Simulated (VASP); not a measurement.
Energy against volume of CsPbBr$_{3}$ (cubic perovskite). Level of theory: vdW-DF2, VASP's PBE PAW potentials (set 64) (plane waves; VASP).

| V (Å³/atom) | E (eV/atom) |
|---|---|
| 42.479 | -1.00637 |
| 43.835 | -1.01470 |
| 45.191 | -1.01731 |
| 46.546 | -1.01512 |
| 47.902 | -1.00890 |

Problem. Fit a third-order Birch-Murnaghan equation of state.

Solution. 
volume per atom: 45.21 Å³/atom
bulk modulus: 18.8 GPa
pressure derivative of the bulk modulus: 4.81
lattice constant a: 11.512 bohr

The compound is CsPbBr3 in the cubic perovskite structure, the ideal cubic form; the compound distorts at low or room temperature. It was relaxed first, which changed the volume by +12 %.
